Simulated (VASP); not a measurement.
OSZICAR of a VASP run on Al3GaAs4 (ordered alloy cell):

**OSZICAR**
```
       N       E                     dE             d eps       ncg     rms          rms(c)
DAV:   1     0.209671674601E+03    0.20967E+03   -0.15076E+04   552   0.131E+03
DAV:   2    -0.124480877879E+02   -0.22212E+03   -0.21609E+03   612   0.274E+02
DAV:   3    -0.364297304047E+02   -0.23982E+02   -0.23758E+02   654   0.912E+01
DAV:   4    -0.371948521663E+02   -0.76512E+00   -0.76356E+00   642   0.171E+01
DAV:   5    -0.372141839295E+02   -0.19332E-01   -0.19315E-01   776   0.262E+00    0.610E+00
DAV:   6    -0.365080587626E+02    0.70613E+00   -0.13581E+00   744   0.100E+01    0.357E+00
DAV:   7    -0.364060024600E+02    0.10206E+00   -0.69864E-01   638   0.336E+00    0.120E+00
DAV:   8    -0.364079830154E+02   -0.19806E-02   -0.59101E-02   626   0.235E+00    0.212E-01
DAV:   9    -0.364090690700E+02   -0.10861E-02   -0.55768E-03   758   0.100E+00    0.115E-01
DAV:  10    -0.364093488943E+02   -0.27982E-03   -0.53078E-04   604   0.149E-01    0.564E-02
DAV:  11    -0.364095747486E+02   -0.22585E-03   -0.36434E-04   564   0.111E-01    0.874E-03
DAV:  12    -0.364095753321E+02   -0.58341E-06   -0.11544E-05   698   0.256E-02    0.621E-03
DAV:  13    -0.364095769526E+02   -0.16205E-05   -0.57387E-06   578   0.141E-02    0.289E-03
DAV:  14    -0.364095773370E+02   -0.38443E-06   -0.29248E-07   362   0.498E-03
   1 F= -.36409577E+02 E0= -.36409577E+02  d E =-.364096E+02
       N       E                     dE             d eps       ncg     rms          rms(c)
DAV:   1    -0.364100830669E+02   -0.50611E-03   -0.10546E-02   716   0.974E-01    0.108E-01
DAV:   2    -0.364098257681E+02    0.25730E-03   -0.93657E-04   770   0.383E-01    0.521E-02
DAV:   3    -0.364097421585E+02    0.83610E-04   -0.16362E-04   726   0.126E-01    0.115E-02
DAV:   4    -0.364097353802E+02    0.67783E-05   -0.13130E-05   684   0.307E-02    0.567E-03
DAV:   5    -0.364097333707E+02    0.20095E-05   -0.11373E-06   342   0.942E-03    0.177E-03
DAV:   6    -0.364097332620E+02    0.10866E-06   -0.38079E-07   304   0.481E-03
   2 F= -.36409733E+02 E0= -.36409733E+02  d E =-.155925E-03
```

Which electronic solver shows in the log?

It is blocked Davidson (ALGO = Normal, or the opening steps of other solvers). The INCAR had ALGO = Normal.

Can the final energy be trusted as converged?

The run converged. It stopped with EDIFF = 1E-6, NELM = 100, NSW = 60 and EDIFFG = -0.02 after 2 ionic steps (PBE GGA, plane waves, VASP's PBE PAW potentials (set 64)).

The structure was generated: Al3GaAs4 was put into an ordered model structure (P-43m), which need not be its known phase. This run relaxes it. Symmetry was kept, so distortions that lower it aren't found. The start is the result of an earlier pass.
